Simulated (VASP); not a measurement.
An input for Ansatz (written as the equivalent of a VASP run, and not itself run):

Ansatz 0.2 input:
```yaml
crystal:
  lattice:
    - [3.6035039, 0.0000000, 0.0000000]
    - [0.0000000, 3.6035039, 0.0000000]
    - [0.0000000, 0.0000000, 4.1389910]
  atoms:
    - { symbol: Sn, position: [0.5000000, 0.0000000, 0.7161145] }
    - { symbol: Sn, position: [0.0000000, 0.5000000, 0.2838855] }
    - { symbol: O, position: [0.5000000, 0.5000000, 0.0000000] }
    - { symbol: O, position: [0.0000000, 0.0000000, 0.0000000] }
kpoints:
  mp_grid: { grid: [9, 9, 8] }
hamiltonian:
  xc: pbesol
  pseudopotentials: { kind: paw }
scf:
  occupations: { method: methfessel_paxton, width: 0.1 }
  max_iter: 100
relax:
  max_steps: 40
  f_tol: 0.02
  cell: { p_target: 20 }
output: { forces: true, stress: true, eigenvalues: true }
```

### Question
Translate this input to VASP (INCAR, KPOINTS, POSCAR, choice of POTCAR).

### Answer
This is not unique; one that fits is 
**POSCAR**
```
SnO
1.0
  3.6035038550   0.0000000000   0.0000000000
  0.0000000000   3.6035038550   0.0000000000
  0.0000000000   0.0000000000   4.1389909782
Sn O
2 2
Cart
  1.8017519275   0.0000000000   2.9639915087
  0.0000000000   1.8017519275   1.1749994695
  1.8017519275   1.8017519275   0.0000000000
  0.0000000000   0.0000000000   0.0000000000
```

**INCAR**
```
# general
SYSTEM  = SnO
PREC    = Accurate
ENCUT   = 620
LREAL   = .False.
LASPH   = .True.

# electronic loop
EDIFF   = 1E-6
NELM    = 100
ALGO    = Normal
LMAXMIX = 4

# smearing
ISMEAR  = 1
SIGMA   = 0.1

# functional
GGA     = PS

# ions
IBRION  = 2
NSW     = 40
ISIF    = 3
EDIFFG  = -0.02
PSTRESS = 200

# output
LWAVE   = .False.
LCHARG  = .False.
```

File KPOINTS:
```
Regular mesh
0
Gamma
9 9 8
```

POTCAR, in this order: Sn_d O (PBE.64 set). Program: vasp_std.

The two are equivalent in intent, not identical: each code has its own PAW files, so the cut-off isn't converted (ENCUT is set for VASP's; basis.ecutwfc is left out, and Ansatz then takes the one that its files recommend); Ansatz stops its SCF on the density residual and VASP on the energy change (EDIFF).

The compound is SnO in the litharge structure. This run relaxes it under an external pressure of 20 GPa. Symmetry was kept, so distortions that lower it aren't found.
